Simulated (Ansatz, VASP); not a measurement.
# Cross-check of Pt2SeS between VASP and Ansatz

One calculation is typed for both programs; each brings its own data sets. How far apart do they land? The cell is generated by rule, not measured, and may not be a known phase. The cell is taken from a series of runs on this material, whose earlier steps may have relaxed, scaled, displaced or heated it; both programs get it as it stands.

Calculated with Ansatz 0.2.0; plane waves, with VASP 6.6.1 beside it; zone-centre phonons at LDA.

The structure was built from a prototype and need not be the compound's stable phase.

## Step 1: The starting structure

Symmetry: P-4m2, No. 115, tetragonal system. Conventional cell: a = 3.527 Å, b = 3.527 Å, c = 6.214 Å, α = 90.00°, β = 90.00°, γ = 90.00°. Nearest to Pt lie 2 S at 2.31 Å and 2 Se at 2.40 Å. S has 4 Pt at 2.31 Å nearest. Se has 4 Pt at 2.40 Å nearest. Farther neighbours and most contacts between anions are not listed.

Coordinates:

```xyz
4
Lattice="3.5271 0.0000 0.0000 0.0000 3.5271 0.0000 0.0000 0.0000 6.2145" Properties=species:S:1:pos:R:3 pbc="T T T"
Pt    0.0000    1.7636    0.0679
Pt    1.7636    0.0000    3.0393
S     0.0000    0.0000    1.5536
Se    0.0000    0.0000    4.6608
```

## Step 2: VASP: zone-centre phonons, LDA

Second derivatives magnify differences that forces hide, and they need a tight electronic threshold.

Lines of VASP's logs that name or quote its potential files are left out, and so is its time.

INCAR

```
SYSTEM = Pt2SeS
PREC = Accurate
ENCUT = 500
EDIFF = 1E-08
NELM = 120
ISMEAR = 0
SIGMA = 0.01
LREAL = .FALSE.
ALGO = Normal
GGA = CA
NBANDS = 22
LASPH = .TRUE.
LORBIT = 11
LWAVE = .FALSE.
LCHARG = .FALSE.
ISIF = 2
IBRION = 8
LEPSILON = .TRUE.
GGA_COMPAT = .FALSE.
EFERMI = MIDGAP
KPAR = 2
```

POSCAR

```
Pt2SeS
1.0
    3.5271250522      0.0000000000      0.0000000000
    0.0000000000      3.5271250522      0.0000000000
    0.0000000000      0.0000000000      6.2144618633
Pt S Se
2 1 1
Direct
    0.0000000000      0.5000000000      0.0109327236
    0.5000000000      0.0000000000      0.4890672764
    0.0000000000      0.0000000000      0.2500000000
    0.0000000000      0.0000000000      0.7500000000
```

KPOINTS

```
Automatic mesh
0
Gamma
8 8 6
0 0 0
```

Potentials, in the order of the species: Pt, S and Se (LDA family, release 64).

Run with:

```
> mpirun -np 2 vasp_std
```

Numbers of over 12 decimals in the logs are rounded to 6 here.

The program printed:

```text
[banner, memory and clock lines left out]
running    2 mpi-ranks, on    1 nodes
 distrk:  each k-point on    1 cores,    2 groups
 distr:  one band on    1 cores,    1 groups

 POSCAR found type information on POSCAR PtS Se
 POSCAR found :  3 types and       4 ions
 LDA part: xc-table for (Slater(with rela. corr.)+CA(PZ))
 , standard interpolation
 POSCAR, INCAR and KPOINTS ok, starting setup
 FFT: planning ... GRIDC
 FFT: planning ... GRID_SOFT
 FFT: planning ... GRID
 WAVECAR not read
 entering main loop
       N       E                     dE             d eps       ncg     rms          rms(c)
DAV:   1     0.168358226059E+03    0.16836E+03   -0.14801E+04  2640   0.128E+03
DAV:   2    -0.175586145620E+02   -0.18592E+03   -0.17449E+03  3130   0.254E+02
DAV:   3    -0.260749493368E+02   -0.85163E+01   -0.83715E+01  3294   0.545E+01
DAV:   4    -0.261980075067E+02   -0.12306E+00   -0.12297E+00  2978   0.731E+00
DAV:   5    -0.262002188416E+02   -0.22113E-02   -0.22110E-02  3240   0.971E-01    0.190E+01
DAV:   6    -0.253415074450E+02    0.85871E+00   -0.26670E+00  2736   0.137E+01    0.970E+00
DAV:   7    -0.252284710315E+02    0.11304E+00   -0.25085E-01  2802   0.432E+00    0.442E+00
DAV:   8    -0.252019914379E+02    0.26480E-01   -0.48415E-02  3102   0.172E+00    0.463E-01
DAV:   9    -0.252012718809E+02    0.71956E-03   -0.33295E-03  3012   0.418E-01    0.263E-01
DAV:  10    -0.252012441766E+02    0.27704E-04   -0.73629E-04  3048   0.173E-01    0.439E-02
DAV:  11    -0.252012328949E+02    0.11282E-04   -0.31910E-05  3030   0.356E-02    0.242E-02
DAV:  12    -0.252012292212E+02    0.36737E-05   -0.18440E-05  2940   0.251E-02    0.968E-03
DAV:  13    -0.252012291362E+02    0.85048E-07   -0.18580E-06  2970   0.104E-02    0.564E-03
DAV:  14    -0.252012290455E+02    0.90629E-07   -0.27485E-07  3132   0.481E-03    0.118E-03
DAV:  15    -0.252012290476E+02   -0.20505E-08   -0.29883E-08  2794   0.111E-03
   1 F= -.25201229E+02 E0= -.25201229E+02  d E =-.262440E-49
 Linear response reoptimize wavefunctions to high precision
DAV:   1    -0.252012290472E+02    0.35971E-09   -0.21319E-09  1908   0.318E-04
DAV:   2    -0.252012290473E+02   -0.43656E-10   -0.30428E-10  1494   0.119E-04
 Linear response G [H, r] |phi>, progress :
  Direction:   1
       N       E                     dE             d eps       ncg     rms
RMM:   1    -0.184963681243E+03   -0.18496E+03   -0.20032E+02  6670   0.894E+01
RMM:   2    -0.152779191284E+03    0.32184E+02   -0.12629E+01  4216   0.205E+01
RMM:   3    -0.152899367241E+03   -0.12018E+00   -0.24087E-01  4265   0.265E+00
RMM:   4    -0.152904250950E+03   -0.48837E-02   -0.64186E-03  4440   0.413E-01
RMM:   5    -0.152904273623E+03   -0.22674E-04   -0.24590E-04  4484   0.731E-02
RMM:   6    -0.152904281572E+03   -0.79490E-05   -0.50305E-05  4543   0.139E-02
RMM:   7    -0.152904277695E+03    0.38775E-05   -0.13499E-06  4536   0.279E-03
RMM:   8    -0.152904277794E+03   -0.99292E-07   -0.60119E-06  4383   0.722E-04
RMM:   9    -0.152904277536E+03    0.25790E-06   -0.20940E-05  3383   0.319E-04
RMM:  10    -0.152904277283E+03    0.25329E-06   -0.31083E-05  2165   0.241E-04
RMM:  11    -0.152904277222E+03    0.60553E-07   -0.13389E-05  1954   0.235E-04
RMM:  12    -0.152904277163E+03    0.59654E-07   -0.42379E-05  1731   0.235E-04
RMM:  13    -0.152904277222E+03   -0.59280E-07   -0.25268E-05  1560   0.236E-04
 Linear response G [H, r] |phi>, progress :
  Direction:   2
       N       E                     dE             d eps       ncg     rms
RMM:   1    -0.176990276948E+03   -0.17699E+03   -0.24320E+02  6543   0.871E+01
RMM:   2    -0.149721642827E+03    0.27269E+02   -0.11380E+01  4205   0.193E+01
RMM:   3    -0.149863086273E+03   -0.14144E+00   -0.21672E-01  4230   0.240E+00
RMM:   4    -0.149869273739E+03   -0.61875E-02   -0.37504E-03  4394   0.368E-01
RMM:   5    -0.149869516717E+03   -0.24298E-03    0.59129E-07  4467   0.646E-02
RMM:   6    -0.149869539608E+03   -0.22891E-04    0.37588E-05  4511   0.119E-02
RMM:   7    -0.149869543427E+03   -0.38183E-05    0.86881E-06  4539   0.241E-03
RMM:   8    -0.149869544129E+03   -0.70211E-06    0.14946E-06  4307   0.640E-04
RMM:   9    -0.149869544352E+03   -0.22341E-06    0.15878E-07  3097   0.313E-04
RMM:  10    -0.149869544373E+03   -0.21226E-07   -0.16533E-06  2128   0.251E-04
RMM:  11    -0.149869544333E+03    0.40057E-07    0.18089E-05  1951   0.246E-04
RMM:  12    -0.149869544391E+03   -0.57956E-07    0.20308E-05  1721   0.247E-04
RMM:  13    -0.149869544343E+03    0.48485E-07    0.24761E-05  1546   0.246E-04
 Linear response G [H, r] |phi>, progress :
  Direction:   3
       N       E                     dE             d eps       ncg     rms
RMM:   1    -0.178039967631E+03   -0.17804E+03   -0.16100E+02  6790   0.918E+01
RMM:   2    -0.147518810573E+03    0.30521E+02   -0.16021E+01  4204   0.230E+01
RMM:   3    -0.147666538812E+03   -0.14773E+00   -0.33289E-01  4284   0.301E+00
[...]
RMM:   5    -0.258833941317E+00   -0.73725E-04   -0.65823E-05  8957   0.404E-02    0.843E-03
RMM:   6    -0.258808302318E+00    0.25639E-04   -0.56927E-06  8951   0.120E-02    0.294E-03
RMM:   7    -0.258762500407E+00    0.45802E-04   -0.20160E-07  9513   0.247E-03    0.106E-03
RMM:   8    -0.258751565165E+00    0.10935E-04   -0.13323E-07  8845   0.172E-03    0.236E-04
[...]
RMM:   8    -0.269236288857E+00    0.44403E-05   -0.66066E-08  7162   0.135E-03    0.409E-04
RMM:   9    -0.269233856395E+00    0.24325E-05   -0.25314E-09  7423   0.269E-04    0.597E-05
RMM:  10    -0.269234080516E+00   -0.22412E-06    0.38552E-09  7454   0.107E-04    0.312E-05
RMM:  11    -0.269234059976E+00    0.20539E-07    0.15702E-08  7387   0.465E-05    0.829E-06
RMM:  12    -0.269234051953E+00    0.80234E-08    0.19941E-08  7857   0.199E-05    0.248E-06
 first order change of Fermi-energy  -0.25957E+00
 force on displaced ion       1 direction 3 :   0.000   0.000 -18.600
 Born effective charge ion    1 direction 3 :   0.000   0.000  -1.005
 Linear response progress:
  Degree of freedom:   4/  7
       N       E                     dE             d eps       ncg     rms          rms(c)
RMM:   1    -0.105454741393E+00   -0.10545E+00    0.34198E-02 13906   0.188E+00
RMM:   2    -0.101040447992E+00    0.44143E-02   -0.30323E-03  8851   0.324E-01    0.193E-01
RMM:   3    -0.100885890036E+00    0.15456E-03   -0.13195E-04  9256   0.658E-02    0.108E-01
RMM:   4    -0.100881595361E+00    0.42947E-05   -0.60345E-05  9319   0.412E-02    0.156E-02
RMM:   5    -0.100884263514E+00   -0.26682E-05   -0.32394E-06  9395   0.968E-03    0.394E-03
RMM:   6    -0.100886063772E+00   -0.18003E-05   -0.30791E-07  9595   0.240E-03    0.159E-03
RMM:   7    -0.100889404674E+00   -0.33409E-05   -0.38937E-08  9406   0.995E-04    0.237E-04
RMM:   8    -0.100888539684E+00    0.86499E-06   -0.10958E-08  9617   0.224E-04    0.933E-05
RMM:   9    -0.100888013240E+00    0.52644E-06    0.93875E-09  9585   0.900E-05    0.224E-05
RMM:  10    -0.100888028461E+00   -0.15221E-07   -0.13372E-09  9733   0.322E-05    0.893E-06
RMM:  11    -0.100888109276E+00   -0.80815E-07    0.21566E-08  9478   0.152E-05    0.510E-06
RMM:  12    -0.100888105363E+00    0.39130E-08    0.49582E-08  9459   0.872E-06    0.142E-06
 first order change of Fermi-energy  -0.36118E-04
 force on displaced ion       3 direction 1 : -13.691   0.000  -0.000
 Born effective charge ion    3 direction 1 :   0.679   0.000   0.003
 Linear response progress:
  Degree of freedom:   5/  7
       N       E                     dE             d eps       ncg     rms          rms(c)
RMM:   1    -0.125376541844E+00   -0.12538E+00    0.70316E-02 10763   0.196E+00
RMM:   2    -0.120565840802E+00    0.48107E-02   -0.33932E-03  6781   0.347E-01    0.375E-01
RMM:   3    -0.120492964963E+00    0.72876E-04   -0.48386E-04  6996   0.111E-01    0.237E-01
RMM:   4    -0.120574985400E+00   -0.82020E-04   -0.30609E-04  6857   0.933E-02    0.846E-02
RMM:   5    -0.120620346506E+00   -0.45361E-04   -0.89408E-05  6860   0.489E-02    0.828E-03
RMM:   6    -0.120599734233E+00    0.20612E-04   -0.32219E-06  7155   0.887E-03    0.340E-03
RMM:   7    -0.120597679573E+00    0.20547E-05   -0.60497E-08  7324   0.185E-03    0.144E-03
RMM:   8    -0.120600745104E+00   -0.30655E-05   -0.33889E-08  7262   0.101E-03    0.192E-04
RMM:   9    -0.120600212833E+00    0.53227E-06    0.18981E-08  7377   0.236E-04    0.852E-05
RMM:  10    -0.120600078477E+00    0.13436E-06    0.68627E-09  7462   0.616E-05    0.261E-05
RMM:  11    -0.120600157844E+00   -0.79367E-07   -0.28858E-08  7504   0.200E-05    0.898E-06
RMM:  12    -0.120600216561E+00   -0.58717E-07    0.13970E-08  7389   0.152E-05    0.141E-06
RMM:  13    -0.120600208501E+00    0.80603E-08    0.61294E-08  6388   0.815E-06    0.980E-07
 first order change of Fermi-energy  -0.61686E+00
 force on displaced ion       3 direction 3 :   0.000   0.000 -21.589
 Born effective charge ion    3 direction 3 :   0.000   0.000   1.153
 Linear response progress:
  Degree of freedom:   6/  7
       N       E                     dE             d eps       ncg     rms          rms(c)
RMM:   1    -0.791708895387E-01   -0.79171E-01    0.67919E-02 14085   0.139E+00
RMM:   2    -0.772146642523E-01    0.19562E-02   -0.20100E-03  9022   0.243E-01    0.142E-01
RMM:   3    -0.769979203142E-01    0.21674E-03   -0.83484E-05  9394   0.477E-02    0.822E-02
RMM:   4    -0.768374570056E-01    0.16046E-03   -0.46590E-05  9449   0.349E-02    0.997E-03
RMM:   5    -0.768344890828E-01    0.29679E-05   -0.16208E-06  9487   0.771E-03    0.166E-03
RMM:   6    -0.768383436579E-01   -0.38546E-05   -0.90136E-08  9569   0.191E-03    0.468E-04
RMM:   7    -0.768386537710E-01   -0.31011E-06   -0.24657E-08  9555   0.575E-04    0.121E-04
RMM:   8    -0.768383133896E-01    0.34038E-06    0.18896E-09  9648   0.147E-04    0.512E-05
RMM:   9    -0.768381445833E-01    0.16881E-06    0.37833E-09  9772   0.463E-05    0.180E-05
RMM:  10    -0.768381283124E-01    0.16271E-07   -0.59551E-09  9787   0.198E-05    0.871E-06
RMM:  11    -0.768381281725E-01    0.13995E-09   -0.60226E-09  9759   0.117E-05    0.233E-06
 first order change of Fermi-energy  -0.10280E-03
 force on displaced ion       4 direction 1 : -14.171   0.000  -0.000
 Born effective charge ion    4 direction 1 :   1.123   0.000  -0.001
 Linear response progress:
  Degree of freedom:   7/  7
       N       E                     dE             d eps       ncg     rms          rms(c)
RMM:   1    -0.993258442514E-01   -0.99326E-01    0.11390E-01 11036   0.151E+00
RMM:   2    -0.975904651617E-01    0.17354E-02   -0.28766E-03  6987   0.296E-01    0.282E-01
RMM:   3    -0.974281214408E-01    0.16234E-03   -0.23483E-04  7217   0.767E-02    0.178E-01
RMM:   4    -0.973719055150E-01    0.56216E-04   -0.16876E-04  6990   0.715E-02    0.498E-02
RMM:   5    -0.973588926051E-01    0.13013E-04   -0.50983E-05  6929   0.367E-02    0.723E-03
RMM:   6    -0.973498415377E-01    0.90511E-05   -0.25767E-06  7260   0.778E-03    0.276E-03
RMM:   7    -0.973496869775E-01    0.15456E-06   -0.67096E-08  7345   0.163E-03    0.106E-03
RMM:   8    -0.973509847252E-01   -0.12977E-05   -0.45586E-08  7382   0.892E-04    0.175E-04
RMM:   9    -0.973506149266E-01    0.36980E-06   -0.96800E-09  7387   0.261E-04    0.799E-05
RMM:  10    -0.973505915546E-01    0.23372E-07   -0.34124E-08  7620   0.539E-05    0.154E-05
RMM:  11    -0.973506359285E-01   -0.44374E-07   -0.46623E-08  7574   0.230E-05    0.499E-06
RMM:  12    -0.973506637167E-01   -0.27788E-07   -0.27932E-09  7561   0.116E-05    0.128E-06
RMM:  13    -0.973506637937E-01   -0.77052E-10    0.61537E-09  5769   0.682E-06    0.589E-07
 first order change of Fermi-energy   0.55538E+00
 force on displaced ion       4 direction 3 :   0.000   0.000 -21.984
 Born effective charge ion    4 direction 3 :   0.000   0.000   0.818
 Born effective charges drift removed
 Linear response finished
```

(Part 1 of 3 ends here.)

[Lines on the potential files, build, host, timing and source positions are cut from VASP's logs without a mark.]

[Logs are printed without paths, hosts, clocks, repeated set-up lines and the standing remarks that a program may print on its own settings, such as how far it seeks lower states.]

[Hosts, paths, dates, database ids (printed as entryN), source tags and the programs' standing remarks are cut or masked in the printed files.]
